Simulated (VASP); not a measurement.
Here is the system:

```yaml
crystal:
  lattice:
    - [0.00000, 2.96481, 2.96481]
    - [2.96481, 0.00000, 2.96481]
    - [2.96481, 2.96481, 0.00000]
  atoms:
    - { symbol: Pb, position: [0.00000, 0.00000, 0.00000] }
    - { symbol: F, position: [0.25000, 0.25000, 0.25000] }
    - { symbol: F, position: [0.75000, 0.75000, 0.75000] }
```

Computed with PBE GGA with D4 dispersion, VASP's PBE PAW potentials (set 64) (plane waves; VASP 6.6.1). Run with 520 eV cut-off, 7×7×7 Γ-centred mesh, Gaussian smearing of 0.050 eV, potentials Pb_d F.

Task: Give the stress tensor in GPa (positive for a compressed cell).

Result: 
```
4.39  0.00  0.00
0.00  4.39  0.00
0.00  0.00  4.39
```
The pressure is its mean diagonal, 4.39 GPa.

The compound is PbF2 in the fluorite structure, the β form. This cell is one point of a volume scan, at 0.97 of the reference volume.
